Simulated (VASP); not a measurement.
Here is a VASP 6.6.1 calculation.

The input INCAR:

```
  ALGO = Normal
  EDIFF = 1E-6
  EDIFFG = -0.01
  ENCUT = 600
  GGA = CA
  IBRION = 2
  ISIF = 3
  ISMEAR = 0
  KPAR = 2
  LASPH = T
  LCHARG = F
  LREAL = F
  LWAVE = F
  NELM = 80
  NSW = 90
  PREC = Accurate
  SIGMA = 0.03
```

KPOINTS

```
k-points
0
Gamma
  6 6 4
```

File POSCAR:

```
BaMgSbF
1.0
    4.5733000000      0.0000000000      0.0000000000
    0.0000000000      4.5733000000      0.0000000000
    0.0000000000      0.0000000000      9.8184000000
Ba Sb Mg F
2 2 2 2
Direct
    0.5000000000      0.0000000000      0.1404600000
    0.0000000000      0.5000000000      0.8595400000
    0.5000000000      0.0000000000      0.6750100000
    0.0000000000      0.5000000000      0.3249900000
    0.5000000000      0.5000000000      0.5000000000
    0.0000000000      0.0000000000      0.5000000000
    0.5000000000      0.5000000000      0.0000000000
    0.0000000000      0.0000000000      0.0000000000
```

Potentials or basis: VASP PAW LDA potentials, release 64 (Ba_sv, Sb, Mg, F).

The run is started by

```console
$ cat potpaw_LDA.64/Ba_sv/POTCAR potpaw_LDA.64/Sb/POTCAR potpaw_LDA.64/Mg/POTCAR potpaw_LDA.64/F/POTCAR > POTCAR
$ mpirun -np 2 vasp_std > vasp.out
```

(1) What does it give for the relaxed cell?

(2) Predict the band gap on the k mesh.

(3) Estimate the relaxed volume.

Answers

(1) a = 4.529 Å, b = 4.529 Å, c = 9.533 Å, α = 90.00°, β = 90.00°, γ = 90.00°.

(2) 1.13 eV, direct.

(3) 24.45 Å³/atom.

Caveat: spin-orbit coupling is left out, which moves the levels of the heavy elements.
